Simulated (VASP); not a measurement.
Output of a VASP run:

OUTCAR:
```
 ion  position               nearest neighbor table
   1  0.222  0.111  0.250-  37 1.98  49 1.98  45 1.98  36 1.99  16 3.23   2 3.24  14 3.24  10 3.24
                            12 3.24   4 3.24   9 3.25  24 3.25  32 3.25  13 3.25   5 3.25  17 3.27
   2  0.111  0.222  0.000-  38 1.98  42 1.98  62 1.98  37 1.99   5 3.19   3 3.24   1 3.24  24 3.24
                            26 3.24   7 3.24  14 3.25  25 3.25  10 3.25  33 3.25  18 3.25   6 3.25
   3  0.222  0.111  0.750-  39 1.98  51 1.98  47 1.98  38 1.99  19 3.20   7 3.22   2 3.24  14 3.24
                            10 3.24  12 3.24  11 3.25  26 3.25  34 3.25  15 3.25   4 3.26  16 3.27
   4  0.108  0.221  0.499-  60 1.95  39 2.00  36 2.00  40 2.01  24 3.21  27 3.22  35 3.22  26 3.23
                             8 3.23   7 3.23   1 3.24  72 3.24  12 3.25   3 3.26   5 3.26  16 3.31
   5  0.216  0.441  0.246-  41 1.95  37 1.95  40 1.99  53 2.02   6 3.19   2 3.19  28 3.20  24 3.20
                            18 3.23   9 3.25   1 3.25   4 3.26  17 3.29   8 3.30  20 3.33
   6  0.111  0.556  0.000-  46 1.98  66 1.98  42 1.98  41 1.99   5 3.19   9 3.24  11 3.24  28 3.24
                            30 3.24  10 3.25  18 3.25  29 3.25  21 3.25  25 3.25   2 3.25   7 3.27
   7  0.226  0.444  0.749-  55 1.96  39 1.97  42 2.01  43 2.02  19 3.17  22 3.18  72 3.19   8 3.21
                             3 3.22  18 3.23   4 3.23   2 3.24  26 3.26   6 3.27  11 3.27  30 3.29
   8  0.110  0.554  0.505-  43 1.94  64 1.99  44 2.01  40 2.02  30 3.19  72 3.20  11 3.20   7 3.21
                             4 3.23  27 3.23  23 3.25  31 3.25  12 3.26  28 3.27   9 3.28   5 3.30
   9  0.222  0.778  0.250-  45 1.98  41 1.98  57 1.98  44 1.99  23 3.22  12 3.24  10 3.24  21 3.24
                             6 3.24   1 3.25  32 3.25  28 3.25  13 3.25   5 3.25  20 3.27   8 3.28
  10  0.111  0.889  0.000-  46 1.98  38 1.98  70 1.98  45 1.99   9 3.24  11 3.24   1 3.24   3 3.24
                            32 3.24  34 3.24   6 3.25  21 3.25  33 3.25   2 3.25  29 3.25  14 3.25
  11  0.222  0.778  0.750-  47 1.98  43 1.98  59 1.98  46 1.99  22 3.20   8 3.20  12 3.24  10 3.24
                            21 3.24   6 3.24   3 3.25  34 3.25  30 3.25  15 3.25  23 3.26   7 3.27
  12  0.111  0.889  0.500-  44 1.98  36 1.98  68 1.98  47 1.99  16 3.24  11 3.24   9 3.24   3 3.24
                             1 3.24  32 3.24  34 3.24   4 3.25   8 3.26  35 3.26  23 3.26  31 3.27
  13  0.556  0.111  0.250-  61 1.98  57 1.98  49 1.98  48 1.99  16 3.19  20 3.23  23 3.23  25 3.24
                            27 3.24  21 3.24  14 3.24  24 3.25  28 3.25   9 3.25   1 3.25  17 3.27
  14  0.444  0.222  0.000-  38 1.98  54 1.98  50 1.98  49 1.99  19 3.19   3 3.24   1 3.24  15 3.24
                            13 3.24   2 3.25  21 3.25  10 3.25  18 3.25  25 3.25  29 3.25  17 3.29
  15  0.556  0.111  0.750-  63 1.98  59 1.98  51 1.98  50 1.99  16 3.23  19 3.23  25 3.24  27 3.24
                            21 3.24  14 3.24  26 3.25  30 3.25  11 3.25   3 3.25  22 3.25  23 3.27
  16  0.446  0.219  0.498-  48 1.93  36 1.99  52 2.01  51 2.01  13 3.19  27 3.21  17 3.22   1 3.23
                            23 3.23  15 3.23  31 3.23  12 3.24   3 3.27  19 3.28   4 3.31
  17  0.558  0.448  0.254-  52 1.92  65 1.98  53 1.99  49 2.02  31 3.16  72 3.21  16 3.22  32 3.22
                            20 3.24  28 3.24  29 3.26  18 3.26  13 3.27   1 3.27  14 3.29   5 3.29
  18  0.444  0.556  0.000-  42 1.98  58 1.98  54 1.98  53 1.99  22 3.19  19 3.20   7 3.23   5 3.23
                            21 3.25   6 3.25   2 3.25  33 3.25  29 3.25  14 3.25  20 3.25  17 3.26
  19  0.550  0.440  0.753-  54 1.95  51 1.96  55 1.98  67 2.04   7 3.17  14 3.19   3 3.20  18 3.20
                            15 3.23  29 3.24  22 3.25  30 3.28  16 3.28  34 3.30  31 3.31
  20  0.560  0.782  0.249-  69 1.94  57 1.98  56 2.01  53 2.01  24 3.20  33 3.20  23 3.21  32 3.22
                            35 3.22  13 3.23  21 3.23  17 3.24  18 3.25   9 3.27   5 3.33
  21  0.444  0.889  0.000-  46 1.98  50 1.98  58 1.98  57 1.99  22 3.20  20 3.23   9 3.24  11 3.24
                            13 3.24  15 3.24  10 3.25  18 3.25  14 3.25   6 3.25  25 3.25  33 3.25
  22  0.549  0.774  0.753-  55 1.94  58 1.96  59 1.97  71 2.04   7 3.18  18 3.19  21 3.20  11 3.20
                            33 3.24  72 3.25  15 3.25  19 3.25  23 3.25  34 3.29  35 3.29  26 3.29
  23  0.445  0.886  0.498-  44 1.98  56 1.99  48 2.00  59 2.01  72 3.20  20 3.21  35 3.22   9 3.22
                            16 3.23  13 3.23   8 3.25  22 3.25  11 3.26  27 3.26  12 3.26  15 3.27
  24  0.889  0.111  0.250-  61 1.98  37 1.98  69 1.98  60 1.99   5 3.20  20 3.20   4 3.21  35 3.23
                            27 3.24  25 3.24  33 3.24   2 3.24  13 3.25  28 3.25   1 3.25  32 3.25
  25  0.778  0.222  0.000-  62 1.98  50 1.98  66 1.98  61 1.99  24 3.24  26 3.24  13 3.24  15 3.24
                            28 3.24  30 3.24   2 3.25  33 3.25  21 3.25   6 3.25  14 3.25  29 3.25
  26  0.889  0.111  0.750-  63 1.98  39 1.98  71 1.98  62 1.99   4 3.23  35 3.23  27 3.24  25 3.24
                            33 3.24   2 3.24  15 3.25  30 3.25  34 3.25   3 3.25   7 3.26  22 3.29
  27  0.778  0.222  0.500-  60 1.98  48 1.98  64 1.98  63 1.99  16 3.21   4 3.22  35 3.23  31 3.23
                             8 3.23  24 3.24  26 3.24  28 3.24  30 3.24  15 3.24  13 3.24  23 3.26
  28  0.889  0.444  0.250-  61 1.98  41 1.98  65 1.98  64 1.99   5 3.20  31 3.21  27 3.24  25 3.24
                             6 3.24  29 3.24  17 3.24  24 3.25  13 3.25   9 3.25  32 3.25   8 3.27
  29  0.778  0.556  0.000-  70 1.98  54 1.98  66 1.98  65 1.99  19 3.24  32 3.24  34 3.24  28 3.24
                            30 3.24  33 3.25   6 3.25  10 3.25  25 3.25  18 3.25  14 3.25  17 3.26
  30  0.889  0.444  0.750-  63 1.98  43 1.98  67 1.98  66 1.99   8 3.19  25 3.24  27 3.24   6 3.24
                            29 3.24  26 3.25  15 3.25  11 3.25  34 3.25  31 3.26  19 3.28   7 3.29
  31  0.776  0.553  0.497-  64 1.97  68 1.99  52 2.00  67 2.02  17 3.16  28 3.21  32 3.23  27 3.23
                            16 3.23   8 3.25  30 3.26  12 3.27  34 3.27  35 3.28  19 3.31
  32  0.889  0.778  0.250-  69 1.98  65 1.98  45 1.98  68 1.99  20 3.22  17 3.22  31 3.23  33 3.24
                            29 3.24  12 3.24  10 3.24  24 3.25   9 3.25   1 3.25  28 3.25  35 3.25
  33  0.778  0.889  0.000-  70 1.98  58 1.98  62 1.98  69 1.99  20 3.20  32 3.24  34 3.24  24 3.24
                            26 3.24  22 3.24  29 3.25  10 3.25  25 3.25   2 3.25  18 3.25  21 3.25
  34  0.889  0.778  0.750-  71 1.98  67 1.98  47 1.98  70 1.99  33 3.24  29 3.24  10 3.24  12 3.24
                            11 3.25  26 3.25   3 3.25  30 3.25  35 3.25  31 3.27  22 3.29  19 3.30
  35  0.777  0.890  0.500-  60 1.97  56 1.98  71 1.99  68 2.00  23 3.22   4 3.22  20 3.22  27 3.23
                            26 3.23  24 3.23  34 3.25  32 3.25  12 3.26  31 3.28  22 3.29
  36  0.222  0.111  0.438-  12 1.98  16 1.99   1 1.99   4 2.00
  37  0.111  0.222  0.188-   5 1.95   1 1.98  24 1.98   2 1.99
  38  0.222  0.111  0.938-   2 1.98  14 1.98  10 1.98   3 1.99
  39  0.111  0.222  0.688-   7 1.97   3 1.98  26 1.98   4 2.00
  40  0.223  0.445  0.434-  72 1.95   5 1.99   4 2.01   8 2.02
  41  0.111  0.556  0.188-   5 1.95   9 1.98  28 1.98   6 1.99
  42  0.222  0.444  0.938-   2 1.98  18 1.98   6 1.98   7 2.01
  43  0.111  0.556  0.688-   8 1.94  11 1.98  30 1.98   7 2.02
  44  0.222  0.778  0.438-  23 1.98  12 1.98   9 1.99   8 2.01
...
```

**OSZICAR**
```
...
   8 F= -.44383723E+03 E0= -.44382215E+03  d E =-.147603E-01  mag=     1.0000
       N       E                     dE             d eps       ncg     rms          rms(c)
DAV:   1    -0.443837361971E+03   -0.13560E-03   -0.92155E-02   856   0.767E-01    0.587E-02
RMM:   2    -0.443837486076E+03   -0.12410E-03   -0.16196E-03   724   0.854E-02    0.247E-02
RMM:   3    -0.443837493779E+03   -0.77038E-05   -0.24069E-04   760   0.323E-02    0.179E-02
RMM:   4    -0.443837487995E+03    0.57845E-05   -0.45050E-05   590   0.145E-02
   9 F= -.44383749E+03 E0= -.44382242E+03  d E =-.150185E-01  mag=     1.0000
       N       E                     dE             d eps       ncg     rms          rms(c)
DAV:   1    -0.443841391019E+03   -0.38972E-02   -0.82862E-01   724   0.232E+00    0.180E-01
RMM:   2    -0.443842504882E+03   -0.11139E-02   -0.15077E-02   724   0.278E-01    0.869E-02
RMM:   3    -0.443842608869E+03   -0.10399E-03   -0.24957E-03   793   0.103E-01    0.602E-02
RMM:   4    -0.443842545119E+03    0.63750E-04   -0.46020E-04   728   0.471E-02    0.199E-02
RMM:   5    -0.443842546756E+03   -0.16371E-05   -0.92006E-05   715   0.207E-02
  10 F= -.44384255E+03 E0= -.44382752E+03  d E =-.505876E-02  mag=     1.0000
       N       E                     dE             d eps       ncg     rms          rms(c)
DAV:   1    -0.443842655788E+03   -0.11067E-03   -0.32164E-02   872   0.458E-01    0.376E-02
RMM:   2    -0.443842709149E+03   -0.53360E-04   -0.66289E-04   724   0.592E-02    0.196E-02
RMM:   3    -0.443842713989E+03   -0.48403E-05   -0.10831E-04   666   0.219E-02    0.136E-02
RMM:   4    -0.443842711362E+03    0.26270E-05   -0.21035E-05   446   0.102E-02
  11 F= -.44384271E+03 E0= -.44382770E+03  d E =-.522337E-02  mag=     1.0000
       N       E                     dE             d eps       ncg     rms          rms(c)
DAV:   1    -0.443843552261E+03   -0.83827E-03   -0.34085E-01   724   0.149E+00    0.110E-01
RMM:   2    -0.443843991529E+03   -0.43927E-03   -0.59760E-03   724   0.169E-01    0.495E-02
RMM:   3    -0.443844023242E+03   -0.31712E-04   -0.93293E-04   775   0.636E-02    0.344E-02
RMM:   4    -0.443844000165E+03    0.23077E-04   -0.17163E-04   729   0.282E-02    0.118E-02
RMM:   5    -0.443844002847E+03   -0.26823E-05   -0.43093E-05   535   0.136E-02
  12 F= -.44384400E+03 E0= -.44382906E+03  d E =-.129149E-02  mag=     1.0000
       N       E                     dE             d eps       ncg     rms          rms(c)
DAV:   1    -0.443844003882E+03   -0.37172E-05   -0.56003E-05   752   0.191E-02    0.318E-03
RMM:   2    -0.443844003960E+03   -0.78262E-07   -0.16358E-06   425   0.329E-03    0.165E-03
RMM:   3    -0.443844003967E+03   -0.68685E-08   -0.24193E-07   214   0.148E-03    0.978E-04
RMM:   4    -0.443844003980E+03   -0.12811E-07   -0.90782E-08   130   0.136E-03
  13 F= -.44384400E+03 E0= -.44382906E+03  d E =-.129262E-02  mag=     1.0000
       N       E                     dE             d eps       ncg     rms          rms(c)
DAV:   1    -0.443844377425E+03   -0.37346E-03   -0.16431E-01   724   0.104E+00    0.755E-02
RMM:   2    -0.443844607818E+03   -0.23039E-03   -0.29717E-03   724   0.122E-01    0.351E-02
RMM:   3    -0.443844634438E+03   -0.26620E-04   -0.51304E-04   812   0.460E-02    0.263E-02
RMM:   4    -0.443844619568E+03    0.14871E-04   -0.85512E-05   723   0.206E-02    0.844E-03
RMM:   5    -0.443844619590E+03   -0.22046E-07   -0.16749E-05   445   0.933E-03
  14 F= -.44384462E+03 E0= -.44382965E+03  d E =-.615610E-03  mag=     1.0000
```

File OUTCAR:
```
------------------------ aborting loop because EDIFF is reached ----------------------------------------
  FORCE on cell =-STRESS in cart. coord.  units (eV):
  Direction    XX          YY          ZZ          XY          YZ          ZX
  --------------------------------------------------------------------------------------
  Total      -34.6491999    -34.3009885    -41.4666927     -0.0145370     -0.0003668      0.0212356
  in kB      -64.0537046    -63.4099891    -76.6567568     -0.0268736     -0.0006781      0.0392568
  external PRESSURE =     -68.0401502 kB  Pullay stress =       0.0000000 kB
  volume of cell :      866.68
      direct lattice vectors                 reciprocal lattice vectors
     4.868317893 -8.432173817  0.000000000     0.102704879 -0.059296690  0.000000000
     4.868317893  8.432173817  0.000000000     0.102704879  0.059296690  0.000000000
     0.000000000  0.000000000 10.556283981     0.000000000  0.000000000  0.094730305
  FREE ENERGIE OF THE ION-ELECTRON SYSTEM (eV)
  ---------------------------------------------------
  free  energy   TOTEN  =      -443.8446195899 eV

  energy  without entropy=     -443.8146813896  energy(sigma->0) =     -443.82965049

 total charge

# of ion       s       p       d       tot
------------------------------------------
    1        0.982   1.333   0.353   2.668
    2        0.981   1.318   0.345   2.644
    3        0.982   1.332   0.352   2.666
    4        0.976   1.294   0.337   2.608
    5        0.979   1.311   0.343   2.633
    6        0.980   1.318   0.345   2.644
    7        0.980   1.309   0.343   2.632
    8        0.976   1.294   0.338   2.608
    9        0.982   1.332   0.352   2.667
   10        0.982   1.333   0.351   2.666
   11        0.982   1.333   0.352   2.667
   12        0.981   1.334   0.351   2.666
   13        0.982   1.330   0.351   2.662
   14        0.981   1.318   0.345   2.644
   15        0.982   1.331   0.351   2.663
   16        0.976   1.294   0.337   2.608
   17        0.979   1.312   0.343   2.635
   18        0.986   1.349   0.358   2.694
   19        0.980   1.309   0.343   2.632
   20        0.979   1.312   0.343   2.635
   21        0.981   1.318   0.345   2.645
   22        0.980   1.309   0.343   2.632
   23        0.976   1.295   0.338   2.608
   24        0.982   1.329   0.351   2.662
   25        0.982   1.330   0.350   2.663
   26        0.982   1.331   0.351   2.663
   27        0.982   1.330   0.351   2.663
   28        0.982   1.329   0.351   2.662
   29        0.981   1.318   0.345   2.644
   30        0.982   1.331   0.351   2.663
   31        0.976   1.295   0.338   2.608
   32        0.982   1.332   0.353   2.667
   33        0.980   1.318   0.345   2.644
   34        0.982   1.332   0.352   2.666
   35        0.976   1.295   0.338   2.608
   36        1.230   2.447   0.000   3.677
   37        1.230   2.436   0.000   3.666
   38        1.231   2.438   0.000   3.669
   39        1.230   2.444   0.000   3.674
   40        1.228   2.469   0.000   3.697
   41        1.230   2.436   0.000   3.666
   42        1.230   2.436   0.000   3.666
   43        1.230   2.444   0.000   3.674
   44        1.230   2.447   0.000   3.677
   45        1.230   2.442   0.000   3.672
   46        1.231   2.438   0.000   3.669
   47        1.230   2.442   0.000   3.671
   48        1.230   2.431   0.000   3.661
...
```
(Selected blocks of OUTCAR.)

**POSCAR**
```
Ga35N36Si
1
    4.8683178927    -8.4321738171     0.0000000000
    4.8683178927     8.4321738171     0.0000000000
    0.0000000000     0.0000000000    10.5562839806
Ga N Si
35 36 1
Direct
  0.2222220000   0.1111110000   0.2500000000
  0.1111110000   0.2222220000   0.0000000000
  0.2222220000   0.1111110000   0.7500000000
  0.1075820000   0.2211740000   0.4992540000
  0.2161800000   0.4414330000   0.2457970000
  0.1111110000   0.5555560000   0.0000000000
  0.2260990000   0.4435850000   0.7485860000
  0.1102450000   0.5540330000   0.5045960000
  0.2222220000   0.7777780000   0.2500000000
  0.1111110000   0.8888890000   0.0000000000
  0.2222220000   0.7777780000   0.7500000000
  0.1111110000   0.8888890000   0.5000000000
  0.5555560000   0.1111110000   0.2500000000
  0.4444440000   0.2222220000   0.0000000000
  0.5555560000   0.1111110000   0.7500000000
  0.4461440000   0.2185300000   0.4976840000
  0.5575120000   0.4476160000   0.2539430000
  0.4444440000   0.5555560000   0.0000000000
  0.5498240000   0.4400290000   0.7534860000
  0.5602940000   0.7819460000   0.2489580000
  0.4444440000   0.8888890000   0.0000000000
  0.5493940000   0.7740510000   0.7528080000
  0.4446970000   0.8860930000   0.4977150000
  0.8888890000   0.1111110000   0.2500000000
  0.7777780000   0.2222220000   0.0000000000
  0.8888890000   0.1111110000   0.7500000000
  0.7777780000   0.2222220000   0.5000000000
  0.8888890000   0.4444440000   0.2500000000
  0.7777780000   0.5555560000   0.0000000000
  0.8888890000   0.4444440000   0.7500000000
  0.7758290000   0.5530480000   0.4974090000
  0.8888890000   0.7777780000   0.2500000000
  0.7777780000   0.8888890000   0.0000000000
  0.8888890000   0.7777780000   0.7500000000
  0.7772860000   0.8904000000   0.5000870000
  0.2222220000   0.1111110000   0.4385000000
  0.1111110000   0.2222220000   0.1885000000
  0.2222220000   0.1111110000   0.9385000000
  0.1111110000   0.2222220000   0.6885000000
  0.2230530000   0.4445900000   0.4340300000
  0.1111110000   0.5555560000   0.1885000000
  0.2222220000   0.4444440000   0.9385000000
  0.1111110000   0.5555560000   0.6885000000
  0.2222220000   0.7777780000   0.4385000000
  0.1111110000   0.8888890000   0.1885000000
  0.2222220000   0.7777780000   0.9385000000
  0.1111110000   0.8888890000   0.6885000000
  0.5555560000   0.1111110000   0.4385000000
  0.4444440000   0.2222220000   0.1885000000
  0.5555560000   0.1111110000   0.9385000000
  0.4444440000   0.2222220000   0.6885000000
  0.5519610000   0.4441200000   0.4357410000
  0.4444440000   0.5555560000   0.1885000000
  0.5555560000   0.4444440000   0.9385000000
  0.4470490000   0.5578830000   0.6904340000
  0.5553230000   0.7724720000   0.4391340000
  0.4444440000   0.8888890000   0.1885000000
  0.5555560000   0.7777780000   0.9385000000
  0.4444440000   0.8888890000   0.6885000000
  0.8888890000   0.1111110000   0.4385000000
  0.7777780000   0.2222220000   0.1885000000
  0.8888890000   0.1111110000   0.9385000000
  0.7777780000   0.2222220000   0.6885000000
  0.8888890000   0.4444440000   0.4385000000
  0.7777780000   0.5555560000   0.1885000000
  0.8888890000   0.4444440000   0.9385000000
  0.7777780000   0.5555560000   0.6885000000
  0.8888890000   0.7777780000   0.4385000000
  0.7777780000   0.8888890000   0.1885000000
  0.8888890000   0.7777780000   0.9385000000
  0.7777780000   0.8888890000   0.6885000000
  0.4397140000   0.5552520000   0.4992920000
```

Question: Write an INCAR and KPOINTS that could have produced this output.

Answer: This is not unique; one that fits is the input of the run itself, PBE GGA, plane waves, VASP's PBE PAW potentials (set 64).

KPOINTS:
```
Regular mesh
0
G
1 1 1
0 0 0
```

**INCAR**
```
ALGO = Fast
EDIFF = 1E-5
EDIFFG = -0.03
ENCUT = 400
GGA = PE
IBRION = 2
ISIF = 2
ISMEAR = 0
ISPIN = 2
ISYM = 0
LASPH = T
LCHARG = F
LMAXMIX = 4
LORBIT = 10
LREAL = Auto
LWAVE = F
MAGMOM = 72*0.0139
NELECT = 287.0
NELM = 100
NELMIN = 4
NSW = 60
NUPDOWN = 1
PREC = Normal
SIGMA = 0.05
SYSTEM = Ga35N36Si
```

POTCAR, in this order: Ga N Si (PBE.64 set). Program: vasp_gam.

At this cut-off the stress carries a Pulay error, which pulls relaxed volumes low. The cell is charged, with a uniform compensating background. The supercell is sampled at Γ alone, which is coarse: total energies, pressure and levels can be off, energies of defects by several tenths of an eV.

The cell is a supercell with a defect, built from GaN (wurtzite): Si_Ga, charge +2.
